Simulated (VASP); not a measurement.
Here is the system:

```
CELL_PARAMETERS angstrom
      1.87263    -3.24349     0.00000
      1.87263     3.24349     0.00000
      0.00000     0.00000     4.92255
ATOMIC_POSITIONS crystal
  Pt 0.00000 0.00000 0.00000
  Se 0.33333 0.66667 0.26035
  Se 0.66667 0.33333 0.73965
```

Computed with rev-vdW-DF2, VASP's PBE PAW potentials (set 64) (plane waves; VASP). Numerical set-up: 520 eV cut-off, 9×9×6 Γ-centred mesh, first-order Methfessel-Paxton smearing of 0.10 eV, potentials Pt Se.

### Question
The ions and cell shape at fixed volume are relaxed. What does this cell relax into?

### Answer

```
CELL_PARAMETERS angstrom
      1.88658    -3.26765     0.00000
      1.88658     3.26765     0.00000
      0.00000     0.00000     4.85004
ATOMIC_POSITIONS crystal
  Pt 0.00000 0.00000 0.00000
  Se 0.33333 0.66667 0.26612
  Se 0.66667 0.33333 0.73388
```
Space group P-3m1 (164), at a tolerance of 0.03 Å.

### Question
How much energy does the relaxation gain?

### Answer
The energy (σ→0) changes by -4.1 meV/atom, in 6 ionic steps.

The compound is PtSe2 in the 1T layered structure. This cell is one point of a volume scan, at 0.97 of the reference volume. Symmetry was kept, so distortions that lower it aren't found.
